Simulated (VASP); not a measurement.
A cell of V (bcc) near equilibrium:

```yaml
crystal:
  lattice:
    - [-1.47586, 1.47586, 1.47586]
    - [1.47586, -1.47586, 1.47586]
    - [1.47586, 1.47586, -1.47586]
  atoms:
    - { symbol: V, position: [0.00000, 0.00000, 0.00000] }
```

Level of theory: PBEsol GGA, VASP's PBE PAW potentials (set 64) (plane waves; VASP).

```json
[
 {"run": "as it is", "ΔE (meV/atom)": "0.0", "σxx": "1.20", "σyy": "1.20", "σzz": "1.20", "largest shear component, with its sign (GPa)": "0.00", "largest force (eV/Å)": "0.000"},
 {"run": "after one change", "ΔE (meV/atom)": "0.8", "σxx": "-2.02", "σyy": "-2.85", "σzz": "-2.85", "largest shear component, with its sign (GPa)": "0.00", "largest force (eV/Å)": "0.000"}
]
```
Stress is in GPa, positive when the cell is compressed.

### Question
Name the change that produced these shifts.
A) biaxial strain of +1.0 % in the yz plane
B) isotropic strain of +2.0 %
C) isotropic strain of +1.5 %
D) uniaxial strain of +2.0 % along y

### Answer
A, biaxial strain of +1.0 % in the yz plane

The compound is V in the bcc structure. The run is not spin-polarised, so no magnetic state was tried.
